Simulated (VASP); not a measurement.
An input for Ansatz (written as the equivalent of a VASP run, and not itself run):

Ansatz 0.2 input:
```yaml
crystal:
  lattice:
    - [0.0000000, 3.1540727, 3.1540727]
    - [3.1540727, 0.0000000, 3.1540727]
    - [3.1540727, 3.1540727, 0.0000000]
  atoms:
    - { symbol: Ca, position: [0.0000000, 0.0000000, 0.0000000] }
    - { symbol: S, position: [0.2500000, 0.2500000, 0.2500000] }
kpoints:
  mp_grid: { grid: [7, 7, 7] }
hamiltonian:
  xc: pbe
  pseudopotentials: { kind: paw }
scf:
  occupations: { method: gaussian, width: 0.05 }
  max_iter: 100
relax:
  max_steps: 60
  f_tol: 0.01
  cell: {}
output: { forces: true, stress: true, eigenvalues: true }
```

Q: Translate this input to VASP (INCAR, KPOINTS, POSCAR, choice of POTCAR).

A: This is not unique; one that fits is 
POSCAR:
```
CaS
1
    0.0000000000     3.1540727355     3.1540727355
    3.1540727355     0.0000000000     3.1540727355
    3.1540727355     3.1540727355     0.0000000000
Ca S
1 1
Direct
  0.0000000000   0.0000000000   0.0000000000
  0.2500000000   0.2500000000   0.2500000000
```

INCAR:
```
SYSTEM = CaS
PREC = Accurate
ENCUT = 400
EDIFF = 1E-6
NELM = 100
ALGO = Normal
LREAL = .FALSE.
LASPH = .TRUE.
ISMEAR = 0
SIGMA = 0.05
GGA = PE
LWAVE = .FALSE.
LCHARG = .FALSE.
IBRION = 2
ISIF = 3
NSW = 60
EDIFFG = -0.01
```

### KPOINTS
```
kpoints
0
G
7 7 7
```

POTCAR, in this order: Ca_sv S (PBE.64 set). Program: vasp_std.

Limits of the translation: each code has its own PAW files, so the cut-off isn't converted (ENCUT is set for VASP's; basis.ecutwfc is left out, and Ansatz then takes the one that its files recommend); Ansatz stops its SCF on the density residual and VASP on the energy change (EDIFF).

The structure was generated: CaS was put into the zinc blende type (F-43m), which need not be its known phase. It was relaxed first, which changed the volume by -8 %. The start is the result of an earlier pass.
